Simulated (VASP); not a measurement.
Data:

```
CELL_PARAMETERS angstrom
      4.16205     0.00000     0.00000
      0.00000     4.16205     0.00000
      0.00000     0.00000     2.64824
ATOMIC_POSITIONS crystal
  Si 0.50000 0.50000 0.50000
  Si 0.00000 0.00000 0.00000
  O  0.69316 0.69316 0.00000
  O  0.30684 0.30684 0.00000
  O  0.80684 0.19316 0.50000
  O  0.19316 0.80684 0.50000
```

Level of theory: PBE GGA, VASP's PBE PAW potentials (set 64) (plane waves; VASP). Run with 400 eV cut-off, 4×4×6 Γ-centred mesh, Gaussian smearing of 0.010 eV, potentials Si O.

At this cut-off the stress carries a Pulay error, which pulls relaxed volumes low.

Q: What does the run give for the energy per atom (σ→0), pressure, largest force, band gap (on the k-mesh) with the smallest direct gap where there is one?

A: 
```yaml
band gap (on the k-mesh): 5.91 eV
smallest direct gap (on the k-mesh): 5.91 eV
energy per atom (σ→0): -7.710 eV/atom
pressure: 8.35 GPa
largest_force: 0.00687 Ha/bohr
```

Only differences to runs with the same potentials and settings are physical.

The structure comes from a computed database's SiO2 entry; how it stands against other phases isn't given here. The cell was not relaxed at this level.
